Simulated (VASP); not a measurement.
Method: LDA (Ceperley-Alder, Perdew-Zunger), VASP's LDA PAW potentials (set 64) (plane waves; VASP).

VASP ran on this input.

KPOINTS:
```
Automatic mesh
0
Gamma
14 14 14
0 0 0
```

File POSCAR:
```
HfC
1.0
  0.0000000000   2.2179124364   2.2179124364
  2.2179124364   0.0000000000   2.2179124364
  2.2179124364   2.2179124364   0.0000000000
Hf C
1 1
direct
  0.0000000000   0.0000000000   0.0000000000
  0.5000000000   0.5000000000   0.5000000000
```

INCAR:
```
SYSTEM = HfC
PREC = Accurate
ENCUT = 620
EDIFF = 1E-6
NELM = 100
ALGO = Normal
LREAL = .FALSE.
LASPH = .TRUE.
ISMEAR = 1
SIGMA = 0.1
LMAXMIX = 6
LWAVE = .FALSE.
LCHARG = .FALSE.
IBRION = 2
ISIF = 3
NSW = 40
EDIFFG = -0.02
PSTRESS = 450
```

POTCAR, in this order: Hf_pv C (LDA.64 set). Program: vasp_std.

Energy and stress use the plane-wave basis of the starting cell. Unless said otherwise, spin-orbit coupling is left out, though it shifts the bands of the heavy elements here.

Q: Estimate the energy per atom (σ→0), volume per atom, band gap (on the k-mesh).

A: 
```yaml
energy per atom (σ→0): -11264 meV/atom
band gap (on the k-mesh): none (metal, semimetal or under 0.01 eV)
volume_per_atom: 10.52 Å^3/atom
```

OSZICAR:
```
...
DAV:   9    -0.225372753113E+02   -0.80652E-07   -0.25814E-06  2157   0.168E-02
   3 F= -.16619152E+02 E0= -.16619098E+02  d E =-.378992E-01
       N       E                     dE             d eps       ncg     rms          rms(c)
DAV:   1    -0.225277099873E+02    0.95652E-02   -0.31564E-03  2288   0.577E-01    0.234E-01
DAV:   2    -0.225276324599E+02    0.77527E-04   -0.10478E-04  2324   0.109E-01    0.129E-01
DAV:   3    -0.225276021162E+02    0.30344E-04   -0.93372E-05  2348   0.935E-02    0.703E-02
DAV:   4    -0.225276024443E+02   -0.32810E-06   -0.14624E-06  2179   0.127E-02
   4 F= -.16619249E+02 E0= -.16619197E+02  d E =-.379963E-01
```

The compound is HfC in the rock salt structure. This run relaxes it under an external pressure of 45 GPa. Symmetry was kept, so distortions that lower it aren't found.
